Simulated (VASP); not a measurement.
A run of VASP 6.6.1:

File INCAR:

```
SYSTEM = ZrC
ALGO = Fast
EDIFF = 1E-6
ENCUT = 520
GGA = PS
ISIF = 2
ISMEAR = 0
ISYM = 0
LASPH = .TRUE.
LCHARG = .FALSE.
LREAL = .FALSE.
LWAVE = .FALSE.
NBANDS = 15
NELM = 100
PREC = Accurate
SIGMA = 0.1
```

Contents of KPOINTS:

```
k-points
0
G
  11 11 14
  0 0 0
```

File POSCAR:

```
ZrC
1.0
    3.1830776023      0.0000000000      0.0000000000
    0.0000000000      3.1830776023      0.0000000000
    1.5915388012      1.5915388012      2.4391672756
Zr C
1 1
Direct
    0.0000000000      0.0000000000      0.0000000000
    0.5000000000      0.5000000000      0.0000000000
```

Potentials or basis: VASP PAW PBE potentials, release 64 (Zr_sv, C).

Command:

```sh
$ cat potpaw_PBE.64/Zr_sv/POTCAR potpaw_PBE.64/C/POTCAR > POTCAR
$ mpirun -np 1 vasp_std > vasp.out
```

Hardware: 1 thread of Intel(R) Xeon(R) Platinum 8488C (Sapphire Rapids) (shared host).

Problem. How long does it take, and how much memory?

Solution. Run time: 3.6 min on 1 thread of Intel(R) Xeon(R) Platinum 8488C (Sapphire Rapids), on a shared host, peak memory 0.4 GiB. Counts: scf iterations 16, k points 848.
